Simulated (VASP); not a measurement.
Calculation: SCAN meta-GGA, VASP's PBE PAW potentials (set 64) (plane waves; VASP).

The input files of a VASP run:

**INCAR**
```
! general
SYSTEM =NiSi2
PREC   =Accurate
ENCUT  =520
LREAL  =.FALSE.   ! projection in real space or not
LASPH  =.TRUE.

! electronic loop
EDIFF  =1E-7   ! SCF stop (eV)
NELM   =100
ALGO   =Normal   ! blocked Davidson
LMAXMIX=4   ! l cut-off of mixed one-centre charges
LMIXTAU=.TRUE.

! smearing
ISMEAR =1   ! Methfessel-Paxton
SIGMA  =0.1

! functional
METAGGA=SCAN

! ions
ISIF   =2

! output
LWAVE  =.FALSE.
LCHARG =.FALSE.
```

**KPOINTS**
```
Automatic mesh
0
Gamma
10 10 10
0 0 0
```

### POSCAR
```
NiSi2
1
    0.0000000000     2.7192295201     2.7192295201
    2.7192295201     0.0000000000     2.7192295201
    2.7192295201     2.7192295201     0.0000000000
Si Ni
2 1
Direct
  0.2500000000   0.2500000000   0.2500000000
  0.7500000000   0.7500000000   0.7500000000
  0.0000000000   0.0000000000   0.0000000000
```

POTCAR, in this order: Si Ni (PBE.64 set). Program: vasp_std.

The resulting files:

### OSZICAR
```
       N       E                     dE             d eps       ncg     rms          rms(c)
DAV:   1     0.511949642888E+02    0.51195E+02   -0.81845E+03  1230   0.145E+03
DAV:   2    -0.372631371598E+02   -0.88458E+02   -0.83242E+02  1257   0.258E+02
DAV:   3    -0.413187960472E+02   -0.40557E+01   -0.38712E+01  1575   0.629E+01
DAV:   4    -0.413969207179E+02   -0.78125E-01   -0.78001E-01  1442   0.815E+00
DAV:   5    -0.413991664943E+02   -0.22458E-02   -0.22453E-02  1589   0.145E+00    0.165E+01
DAV:   6    -0.438045143316E+02   -0.24053E+01   -0.54658E+01  1315   0.186E+02    0.249E+01
DAV:   7    -0.373247076807E+02    0.64798E+01   -0.15226E+01  1478   0.111E+02    0.461E+00
DAV:   8    -0.371909625537E+02    0.13375E+00   -0.22895E+00  1776   0.275E+01    0.295E+00
DAV:   9    -0.371525938053E+02    0.38369E-01   -0.41195E-01  1333   0.106E+01    0.532E-01
DAV:  10    -0.371555167348E+02   -0.29229E-02   -0.93404E-02  1282   0.459E+00    0.299E-01
DAV:  11    -0.371490771531E+02    0.64396E-02   -0.64559E-02  1312   0.419E+00    0.286E-01
DAV:  12    -0.371572877352E+02   -0.82106E-02   -0.48833E-02  1232   0.337E+00    0.408E-02
DAV:  13    -0.371568354359E+02    0.45230E-03   -0.30237E-03  1472   0.817E-01    0.184E-02
DAV:  14    -0.371569606382E+02   -0.12520E-03   -0.98221E-04  1312   0.407E-01    0.254E-02
DAV:  15    -0.371567369028E+02    0.22374E-03   -0.17518E-04  1372   0.178E-01    0.403E-03
DAV:  16    -0.371567024880E+02    0.34415E-04   -0.85330E-05  1332   0.147E-01    0.442E-03
DAV:  17    -0.371567056806E+02   -0.31927E-05   -0.20484E-06  1602   0.230E-02    0.319E-03
DAV:  18    -0.371567057027E+02   -0.22056E-07   -0.25200E-08   941   0.176E-03
   1 F= -.37156706E+02 E0= -.37156368E+02  d E =-.101447E-02
```

OUTCAR:
```
------------------------ aborting loop because EDIFF is reached ----------------------------------------
  FORCE on cell =-STRESS in cart. coord.  units (eV):
  Direction    XX          YY          ZZ          XY          YZ          ZX
  --------------------------------------------------------------------------------------
  Total       -1.2368251     -1.2368251     -1.2368251     -0.0000000     -0.0000000      0.0000000
  in kB      -49.2777978    -49.2777978    -49.2777978     -0.0000000     -0.0000000      0.0000000
  external PRESSURE =     -49.2777978 kB  Pullay stress =       0.0000000 kB
  volume of cell :       40.21
      direct lattice vectors                 reciprocal lattice vectors
     0.000000000  2.719229520  2.719229520    -0.183875615  0.183875615  0.183875615
     2.719229520  0.000000000  2.719229520     0.183875615 -0.183875615  0.183875615
     2.719229520  2.719229520  0.000000000     0.183875615  0.183875615 -0.183875615
 POSITION                                       TOTAL-FORCE (eV/Angst)
 -----------------------------------------------------------------------------------
      1.35961      1.35961      1.35961        -0.000000     -0.000000     -0.000000
      4.07884      4.07884      4.07884        -0.000000      0.000000      0.000000
      0.00000      0.00000      0.00000         0.000000      0.000000      0.000000
 -----------------------------------------------------------------------------------
    total drift:                                0.000000     -0.000000     -0.000000
  FREE ENERGIE OF THE ION-ELECTRON SYSTEM (eV)
  ---------------------------------------------------
  free  energy   TOTEN  =       -37.1567057027 eV

  energy  without entropy=      -37.1556912321  energy(sigma->0) =      -37.15636755
```
(Selected blocks of OUTCAR.)

The compound is NiSi2 in the fluorite structure. This cell is one point of a volume scan, at 1.03 of the reference volume. The run is not spin-polarised, so no magnetic state was tried.
